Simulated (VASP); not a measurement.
Crystal: La.

```xyz
4
Lattice="3.7700 0.0000 0.0000 -1.8850 3.2649 0.0000 0.0000 0.0000 12.1590" Properties=species:S:1:pos:R:3 pbc="T T T"
La    0.0000    0.0000    0.0000
La    0.0000    0.0000    6.0795
La    0.0000    2.1766    9.1193
La    1.8850    1.0883    3.0398
```

| Item | Value |
| --- | --- |
| Program | VASP 6.6.1 |
| Task | relaxation of cell and atoms |
| Functional | PBE |
| Dispersion | D3(BJ) |
| Potentials or basis | VASP PAW PBE potentials, release 64 (La) |
| Cutoff | 600 eV |
| k mesh | 12 × 12 × 3 |
| Occupations | methfessel-paxton, width 0.1 eV |
| Spin | no spin polarisation |

At the start: pressure -2.0 GPa; volume 37.42 Å³/atom.

Problem. Where does the relaxation end?

Solution. Over 5 steps the energy falls by 18.9 meV/atom and the volume is 34.54 Å³/atom (-7.7 %); space group P6_3/mmc (No. 194, to 0.05 Å).

Step by step:
```tsv
step	energy change (eV)	largest force (eV/Å)	pressure (GPa)	volume (Å³)
1	0.0000	0.0000	-1.97	149.66
2	-0.0733	0.0000	-0.38	139.90
3	-0.0754	0.0000	0.01	137.93
4	-0.0754	0.0000	-0.03	138.16
5	-0.0754	0.0000	-0.02	138.16
```

Final structure:
```
CELL_PARAMETERS angstrom
3.67295 0.00000 0.00000
-1.83648 3.18087 0.00000
0.00000 0.00000 11.82539
ATOMIC_POSITIONS crystal
La 0.00000 0.00000 0.00000
La 0.00000 0.00000 0.50000
La 0.33333 0.66667 0.75000
La 0.66667 0.33333 0.25000
```

Caveat: pairwise dispersion overbinds metals, which lowers pressure and volume.
